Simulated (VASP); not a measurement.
Sb2Te3O2:

```xyz
7
Lattice="-2.0000 2.0000 10.8500 2.0000 -2.0000 10.8500 2.0000 2.0000 -10.8500" Properties=species:S:1:pos:R:3 pbc="T T T"
Sb    0.0000    0.0000    4.1664
Sb    0.0000    0.0000   17.5336
Te    0.0000    0.0000    8.7451
Te    0.0000    0.0000   12.9549
Te    0.0000    0.0000    0.0000
O     2.0000    0.0000    5.4250
O     0.0000    2.0000    5.4250
```

The cell was built by a generator and needn't be a form met in nature.

| Quantity | Value |
| --- | --- |
| Program | VASP 6.6.1 |
| Task | relaxation of cell and atoms |
| Functional | PBE |
| Potentials or basis | VASP PAW PBE potentials, release 64 (Sb, Te, O) |
| Cutoff | 520 eV |
| k mesh | 5 × 5 × 5 |
| Occupations | gaussian, width 0.15 eV |
| Spin | no spin polarisation |

At the start: pressure -6.9 GPa; volume 24.80 Å³/atom.

Problem. Where does the relaxation end?

Solution. Over 6 steps the energy falls by 72.2 meV/atom and the volume is 21.85 Å³/atom (-11.9 %); space group I4/mmm (No. 139, to 0.05 Å).

The path:
```
step  energy change (eV)  largest force (eV/Å)  pressure (GPa)  volume (Å³)
   1              0.0000                0.6288           -6.93       173.60
   2             -0.3507                1.5649            4.25       148.02
   3             -0.4563                0.7643           -0.16       155.50
   4             -0.4561                0.7231           -0.37       155.85
   5             -0.4964                0.3322           -0.26       154.06
   6             -0.5056                0.0747           -0.24       152.94
```

Final structure:
```
Sb Te O
1.0
    -1.90701    1.90701   10.51404
     1.90701   -1.90701   10.51404
     1.90701    1.90701  -10.51404
Sb Te O
2 3 2
Direct
  0.19049 0.19049 0.00000
  0.80951 0.80951 0.00000
  0.40324 0.40324 0.00000
  0.59676 0.59676 0.00000
  0.00000 0.00000 0.00000
  0.25000 0.75000 0.50000
  0.75000 0.25000 0.50000
```

Caveat: the k mesh is coarse (spacing up to 0.44 Å⁻¹), so the values aren't converged; the relaxation stopped at a loose force limit of 0.08 eV/Å, so its end isn't a converged minimum.
